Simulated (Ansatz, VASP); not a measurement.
# W2SNO (W2NOS MXene, 1 layer) in two plane-wave programs

Wanted: the spread between two codes on one cell, functional and k mesh. The structure shown is the start of the Ansatz relaxation below; VASP solves that cell, so the two are compared at the walk's first step.

Method: plane waves, with VASP 6.6.1 beside it; single point at PBE, in Ansatz 0.2.0.

### Step 1. The starting structure

The cell holds 5 atoms: 1 S, 2 W, 1 N and 1 O. Its edges and angles: a = 3.054 Å, b = 3.054 Å, c = 21.367 Å, α = 90.0°, β = 90.0°, γ = 120.0°. Vacuum lies along c.

Structure file:

```
S W N O
1.0
     3.05391    0.00000    0.00000
    -1.52695    2.64476    0.00000
     0.00000    0.00000   21.36711
S W N O
1 2 1 1
Direct
  0.33333 0.66667 0.37441
  0.66667 0.33333 0.45788
  0.33333 0.66667 0.57067
  0.00000 0.00000 0.51428
  0.66667 0.33333 0.62559
```

### Step 2. Ansatz: relaxation, PBE

Ansatz runs on its default PAW (the set named soft_2) files.

The two programs are compared at the cell with which this relaxation starts, whose forces are those of its first step.

The input, input.yaml:

```yaml
crystal:
  lattice:
    - [3.053908, 0.0, 0.0]
    - [-1.526954, 2.6447619088, 0.0]
    - [0.0, 0.0, 21.3671113725]
  atoms:
    - { symbol: S, position: [0.3333333333, 0.6666666667, 0.374407184] }
    - { symbol: W, position: [0.6666666667, 0.3333333333, 0.4578819263] }
    - { symbol: "N", position: [0.0, 0.0, 0.5142765747] }
    - { symbol: W, position: [0.3333333333, 0.6666666667, 0.5706712232] }
    - { symbol: O, position: [0.6666666667, 0.3333333333, 0.625592816] }
kpoints:
  mp_grid: { grid: [12, 12, 1] }
hamiltonian:
  xc: pbe
scf:
  occupations: { method: fermi_dirac, width: 0.05 }
  convergence: { dr2_threshold: 1.0e-08 }
efield:
  axis: 3
  dipole_correction: true
  ramp_position: 0.97
  ramp_width: 0.04
relax:
  f_tol: 0.01
  cell: { fix: [c, alpha, beta] }
output:
  write_potential: true
  write_density: true
  volumetric_format: npy
```

Command:

```sh
ansatz run input.yaml --threads 4 --pin off --max-ram 8192MiB --backend cpu --events-out ev --progress --plain --runs-dir out
```

Numbers of over 12 decimals in the logs are rounded to 6 here.

Log:

```text
Warning: relax.cell: scf.convergence.dr2_threshold = 1e-8 eV is looser than the 5e-10 eV advised for a relaxation that steers and ends on the stress (1e-10 eV for each atom of the cell: 5). What an SCF threshold leaves in a stress goes as its square root, and in the free energy as the threshold itself, and one threshold admits the most on a small cell: [figures from the program's tests cut] Set scf.convergence.dr2_threshold to 5e-10 eV or tighter. The threshold is an SCF's pass mark: one that does not reach it within its budget of iterations ends unconverged, or closes short of it on a stop that the run arms, and scf.convergence.dr2_threshold's page says what that costs each kind of run
Engine: ansatz 0.2.0, aarch64-unknown-linux-gnu
Pseudopotentials: kind: paw
Pseudopotential: S, paw, valence charge 6, recommended cutoff 420 eV (normal), S.paw.azcp
Pseudopotential: W, paw, valence charge 14, recommended cutoff 420 eV (normal), W.paw.azcp
Pseudopotential: N, paw, valence charge 5, recommended cutoff 420 eV (normal), N.paw.azcp
Pseudopotential: O, paw, valence charge 6, recommended cutoff 420 eV (normal), O.paw.azcp
Functional definition: PBE
  parameter kappa = 0.804
  parameter beta = 0.066725
  exchange = pbe_x(kappa = kappa, mu = beta*pi^2/3)
  correlation = pbe_c(beta = beta)
Crystal: 5 atoms, lattice volume = 172.579 Å³
Basis set: ecut = 420 eV, 3335 PW (Γ), exchange–correlation on 48×48×288 points (8 copies of the dense FFT grid, shifted against one another)
Bands: 28, of which v1, the nominal top of the filled ones, is band 23 counted from 1 (22 counted from 0)
Symmetry: 6 space group operations
Space group: P3m1 (ITA 156), of the structure as read, at distance tolerance 5.6e-5 Å
k-points: 19 of 144 (time reversal used)
Non-local potential: S, projectors of the file, l = 0: 2, l = 1: 2, l = 2: 2
Non-local potential: W, projectors of the file, l = 0: 3, l = 1: 2, l = 2: 2, l = 3: 1
Non-local potential: N, projectors of the file, l = 0: 2, l = 1: 2, l = 2: 1
Non-local potential: O, projectors of the file, l = 0: 2, l = 1: 2, l = 2: 1
PAW form: soft (Blöchl's): semilocal exchange-correlation on the pseudo side does not see the compensation charge
PAW one-centre angular grid: S, 110 points (default); XC on 64 Gauss nodes
PAW one-centre angular grid: W, 590 points (default); XC on 64 Gauss nodes
PAW one-centre angular grid: N, 110 points (default); XC on 64 Gauss nodes
PAW one-centre angular grid: O, 110 points (default); XC on 64 Gauss nodes
Initial density: superposition of atomic densities (neutral atoms: chi_scale 0, normalization atom), corrected by the library's trained network
Initial wavefunctions: pseudopotential atomic-orbital guess
Functional: x = pbe(κ = 0.804, μ = 0.219515), c = pbe(β = 0.066725)
SCF iter   1: F=—  HF=-22622.764318 eV  |F-HF|=—  |Δ(HF+E_count)|=         —  Δρ=4.28e-3  dr2=1.58e-1  ethr=1.77e-3  p=-0.044 e·Å  D=-4.62e-2 V/Å  ΔV_dip=0.99 eV  dr2_dipole=3.38e-2  V_vac-E_F(+/−)=6.07/5.09 eV  ⟨swp⟩=9.8  Hψ=3271  notcnv=0
efield: sawtooth ramp at fractional position 0.9700 (set: `efield.ramp_position`, or a place that a band, a saddle search or an elastic batch's reference lends), width 0.0400; the density the first Hamiltonian is built on has a dipole p = -0.044 e·Å; the dipole correction subtracts the counter field D = -4.62e-2 V/Å, which shifts the + side's vacuum level by +0.99 eV against the − side's; the planar-averaged density in the ramp window peaks in size at 1.8e-5 e/Å³
preconditioner: auto → LDOS  [metal: Δε(μ)=0.050 eV  Ē_g=9.156 eV  σ=0.050 eV  W_gap=0.24  n_scr=14 (ndim 8)  ℏωp=15.2 eV  f_vac=0.613  D(μ)=4.01/eV (n_scr^D=12)  β→1.0]
SCF iter   2: F=—  HF=-22622.759405 eV  |F-HF|=—  |Δ(HF+E_count)|=   4.91e-3  Δρ=2.31e-3  dr2=1.33e-2  ethr=3.51e-4  p=-0.048 e·Å  D=-5.03e-2 V/Å  ΔV_dip=1.08 eV  dr2_dipole=1.13e-5  V_vac-E_F(+/−)=5.82/4.74 eV  ⟨swp⟩=2.8  Hψ=1044  notcnv=0
SCF iter   3: F=—  HF=-22622.756737 eV  |F-HF|=—  |Δ(HF+E_count)|=   2.67e-3  Δρ=7.08e-4  dr2=2.46e-3  ethr=2.97e-5  p=-0.044 e·Å  D=-4.66e-2 V/Å  ΔV_dip=1.00 eV  dr2_dipole=2.35e-4  V_vac-E_F(+/−)=5.77/4.77 eV  ⟨swp⟩=3.2  Hψ=1214  notcnv=0
SCF iter   4: F=—  HF=-22622.756445 eV  |F-HF|=—  |Δ(HF+E_count)|=   2.92e-4  Δρ=2.01e-4  dr2=4.55e-4  ethr=5.46e-6  p=-0.046 e·Å  D=-4.78e-2 V/Å  ΔV_dip=1.02 eV  dr2_dipole=1.22e-4  V_vac-E_F(+/−)=5.77/4.75 eV  ⟨swp⟩=2.9  Hψ=985  notcnv=0
SCF iter   5: F=—  HF=-22622.756440 eV  |F-HF|=—  |Δ(HF+E_count)|=   4.99e-6  Δρ=7.07e-5  dr2=2.99e-5  ethr=1.01e-6  p=-0.045 e·Å  D=-4.75e-2 V/Å  ΔV_dip=1.02 eV  dr2_dipole=2.74e-6  V_vac-E_F(+/−)=5.77/4.75 eV  ⟨swp⟩=1.1  Hψ=554  notcnv=0
[...]
SCF 10 converged in 5 iterations: F = -22623.260176 eV  dr2 = 4.03e-9
relax step  10: F+E_penalty+E_count = -22623.26017566 eV  Δ(F+E_penalty+E_count) = -2.529e-4 eV  max|allowed force component| = 2.635e-3 eV/Å  Δτ_max = 0.0020 Å  P = +0.001 GPa  Ω = 160.896 Å³  energy of the carried Pulay correction = +1.960e-4 eV  fix = [c, alpha, beta]  reactions: c -0.003 GPa  (5 SCF iters, accepted)
iter 1 solved again at ethr=2.41e-7 eV; its pass at ethr=3.10e-3 eV (dr2=1.09e-4 eV) is discarded
SCF iter   1: F=—  HF=-22623.259916 eV  |F-HF|=—  |Δ(HF+E_count)|=         —  Δρ=6.30e-6  dr2=1.51e-8  ethr=2.41e-7  p=-0.046 e·Å  D=-5.14e-2 V/Å  ΔV_dip=1.10 eV  dr2_dipole=1.80e-10  V_vac-E_F(+/−)=6.06/4.96 eV  ⟨swp⟩=4.8  Hψ=4997  notcnv=0
efield: sawtooth ramp at fractional position 0.9700 (set: `efield.ramp_position`, or a place that a band, a saddle search or an elastic batch's reference lends), width 0.0400; the density the first Hamiltonian is built on has a dipole p = -0.046 e·Å; the dipole correction subtracts the counter field D = -5.14e-2 V/Å, which shifts the + side's vacuum level by +1.10 eV against the − side's; the planar-averaged density in the ramp window peaks in size at 1.3e-6 e/Å³
eigensolver tolerance schedule: the retry pair's looser diagonalisation over-reported the residual by 7185.41 of it (diagonalisation noise at 1.27 of the residual, at the tolerance the schedule requests for it); recorded, not acted on — ethr = c·dr2/N_el stays at c = 1.0e-1
preconditioner: auto → LDOS  [metal: Δε(μ)=0.011 eV  Ē_g=9.203 eV  σ=0.050 eV  W_gap=0.06  n_scr=14 (ndim 8)  ℏωp=15.8 eV  f_vac=0.596  D(μ)=1.93/eV (n_scr^D=10)  β→1.0]
SCF iter   2: F=—  HF=-22623.259954 eV  |F-HF|=—  |Δ(HF+E_count)|=   3.81e-5  Δρ=4.33e-6  dr2=3.26e-8  ethr=3.36e-11  p=-0.046 e·Å  D=-5.14e-2 V/Å  ΔV_dip=1.10 eV  dr2_dipole=3.05e-9  V_vac-E_F(+/−)=6.06/4.96 eV  ⟨swp⟩=5.2  Hψ=1927  notcnv=0
SCF iter   3: F=-22623.259954 eV  HF=-22623.259954 eV  |F-HF|=4.73e-11  |Δ(HF+E_count)|=   2.18e-9  Δρ=6.74e-7  dr2=9.77e-10  ethr=2.22e-11  p=-0.046 e·Å  D=-5.14e-2 V/Å  ΔV_dip=1.10 eV  dr2_dipole=2.82e-11  V_vac-E_F(+/−)=6.06/4.96 eV  ⟨swp⟩=13.1  Hψ=4778  notcnv=0
SCF 11 converged in 3 iterations: F = -22623.259954 eV  dr2 = 9.77e-10
relax step  11: F+E_penalty+E_count = -22623.25995395 eV  Δ(F+E_penalty+E_count) = +2.217e-4 eV  max|allowed force component| = 2.629e-3 eV/Å  Δτ_max = 0.0000 Å  P = +0.000 GPa  Ω = 160.896 Å³  fix = [c, alpha, beta]  reactions: c -0.004 GPa  stress off target by 1.93e-3 GPa on what of the cell is left free  SCF on the basis re-selected at this cell (its energy is not comparable with the rows above)  (3 SCF iters)
basis re-selected at this cell: Δ(F+E_penalty+E_count) = +2.217e-4 eV, ΔP = -0.001 GPa vs the last step (what re-selecting the basis moved, of the pressure what is left beyond the Pulay correction that the steps carried, after the strain that the cell walked since its last selection, with what the two solves' SCF thresholds leave and, on support functions, any second-order correction that the steps lacked; it is no m [...]
WARN: The output density's exchange-correlation potential varies sharply where the density is thin. Do not read a vacuum level from v_tot or v_xc, or from such a field of the output density. On a cell that repeats whose density bears no net charge and no dipole along the vacuum's axis use v_es (v_loc + v_h of the components); under efield.dipole_correction with no amplitude use v_es + v_field, which holds any externa [...]
SCF converged after 3 iterations
Free energy (F): -22623.259954 eV
Harris-Foulkes:  -22623.259954 eV  (|F-HF|=4.73e-11)
Internal energy: -22623.242607 eV  (E = F + TS)
E sigma→0 (E₀):  -22623.251280 eV
Entropy (-TS):   -0.017347 eV (-3.469 meV/atom)
Fermi energy:    2.911961 eV
Dipole field:    D = -0.051380 V/Å  (p = -0.045686 e·Å, saw-weighted, corrected)
Work function:   Φ+ = 6.0553 eV   Φ− = 4.9575 eV
Levels:          The Fermi level and band energies are counted from a zero that moves with the ramp; work functions are not
--- Per-component energies (eV) ---
  E_band       = -846.880190
  E_kinetic    = 1315.997443
  E_local      = -42885.495177  (includes V_loc(G=0)·N_el)
  E_nonlocal   = 123.062274
  E_hartree    = 20821.905952
  E_xc         = -765.003421
  E_vxc        = -735.891160  (∫ρ·V_xc dr)
  E_paw        = -18010.143696  (= ΣΔE_a)
  E_vpaw       = -309.339211  (= ΣTr[D̂ρ^β])
  E_aug_tail   = 0.002433  (compensation charges beyond the density's cutoff)
  E_efield     = 0.001174  (sawtooth field / dipole correction)
  E_vefield    = 0.969561  (∫n·V_field dr)
  E_ewald      = 16776.430411
  E_smearing   = -0.017347  (= −TS)
  E_closure    = -0.000000  (closes the sum)
  Σ components = -22623.259954   (vs F -22623.259954, Δ=0.00e0)
--- Forces (eV/Å), atoms counted from 1 ---
  atom   1  S      0.00000000     0.00000000    -0.00101659
  atom   2  W     -0.00000000     0.00000000     0.00262487
  atom   3  N      0.00000000     0.00000000    -0.00060095
  atom   4  W      0.00000000     0.00000000    -0.00032090
  atom   5  O     -0.00000000     0.00000000    -0.00070708
  max |Σ_I F_I| component: 2.07e-5 eV/Å
--- Stress (GPa, compression-positive) ---
        0.001926       0.000000       0.000000
        0.000000       0.001926       0.000000
        0.000000       0.000000      -0.003561
  P = ⅓ Tr σ = 0.0001 GPa (0.001 kbar)
--- Band table (eV; the first three rows and the last of 19) ---
  k-point 0: bands = [... 19 lower, 1.1640, 1.1640, 2.3002, 2.3002, 3.0610, 3.0610, 3.2630, 5.6505, ... 1 higher]
  k-point 1: bands = [... 19 lower, 0.9673, 1.0154, 2.3187, 2.5821, 2.9087, 3.1220, 3.3758, 5.4091, ... 1 higher]
  k-point 2: bands = [... 19 lower, 0.8126, 1.0239, 2.1331, 2.6697, 2.7882, 3.6500, 3.7284, 5.3524, ... 1 higher]
  k-point 18: bands = [... 19 lower, -1.2790, 2.5320, 2.9200, 3.8257, 3.8316, 3.8333, 4.8427, 5.9037, ... 1 higher]
--- Relaxed structure (9 steps of the walk, 9 accepted, 2 SCFs on fresh bases) ---
  F+E_penalty+E_count = -22623.25995395 eV   max|allowed force component| = 2.629e-3 eV/Å   (the final SCF, on the basis selected at the relaxed cell)
  cell:  # Å, volume = 160.8956 Å³
    - [2.948722, -3.892649326201943e-18, 0]
    - [-1.474361, 2.553669, 0]
    - [0, 0, 21.3671113725]
  atoms:
    - { symbol: S, position: [0.333333, 0.666667, 0.366362] }
    - { symbol: W, position: [0.666667, 0.333333, 0.444349] }
    - { symbol: N, position: [8.432901686873521e-19, 0, 0.517533] }
    - { symbol: W, position: [0.333333, 0.666667, 0.579597] }
    - { symbol: O, position: [0.666667, 0.333333, 0.634989] }
```

(Continued in part 2 of 2.)

[Lines on the potential files, build, host, timing and source positions are cut from VASP's logs without a mark.]

[Logs are printed without paths, hosts, clocks, repeated set-up lines and the standing remarks that a program may print on its own settings, such as how far it seeks lower states.]

[Hosts, paths, dates, database ids (printed as entryN), source tags and the programs' standing remarks are cut or masked in the printed files.]
